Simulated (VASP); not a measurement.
Given:

```
CELL_PARAMETERS angstrom
      3.25728     0.00000     0.00000
      0.00000     3.25728     0.00000
      0.00000     0.00000     3.25728
ATOMIC_POSITIONS crystal
  In 0.50000 0.50000 0.50000
  Pd 0.00000 0.00000 0.00000
```

Computed with SCAN meta-GGA, VASP's PBE PAW potentials (set 64) (plane waves; VASP). Settings: 520 eV cut-off, 11×11×11 Γ-centred mesh, first-order Methfessel-Paxton smearing of 0.10 eV, potentials In_d Pd.

Unless said otherwise, spin-orbit coupling is left out, though it shifts the bands of the heavy elements here.

Estimate the energy per atom (σ→0), band gap (on the k-mesh) with the smallest direct gap where there is one.

- band gap (on the k-mesh): none (metal, semimetal or under 0.01 eV)
- energy per atom (σ→0): -33.590 eV/atom

Only differences to runs with the same potentials and settings are physical.

The compound is PdIn in the CsCl type structure. It was relaxed first. The electron count is odd and the run is not spin-polarised, which forces a metal.
